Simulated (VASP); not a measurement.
Here is a VASP 6.6.1 calculation.

Contents of INCAR:

```
  ALGO = Fast
  DIPOL = 0.5 0.5 0.496
  EDIFF = 1E-6
  ENCUT = 520
  GGA = PE
  IDIPOL = 3
  ISIF = 2
  ISMEAR = 0
  LASPH = T
  LCHARG = F
  LDIPOL = T
  LREAL = F
  LWAVE = F
  NBANDS = 28
  NELM = 60
  PREC = Accurate
  SIGMA = 0.1
```

File KPOINTS:

```
k-points
0
Gamma
  11 11 1
```

Contents of POSCAR:

```
Mo
1.0
    2.7370203488      0.0000000000      0.0000000000
   -0.9123401163      2.5804875318      0.0000000000
    0.0000000000      0.0000000000     18.4695355134
Mo
3
Direct
    0.5000000000      0.5000000000      0.3790024928
    0.0000000000      0.0000000000      0.4956356317
    0.5000000000      0.5000000000      0.6122630648
```

Potentials or basis: VASP PAW PBE potentials, release 64 (Mo_sv).

Launch:

```sh
$ cat potpaw_PBE.64/Mo_sv/POTCAR > POTCAR
$ mpirun -np 1 vasp_std > vasp.out
```

Q: Predict the band gap on the k mesh.

A: None (metal or under the smearing width).

Q: Estimate the largest force.

A: 0.027 eV/Å.

Forces on the atoms (eV/Å):
```
Mo   0.000  0.000 -0.027
Mo   0.000  0.000  0.000
Mo   0.000  0.000  0.027
```
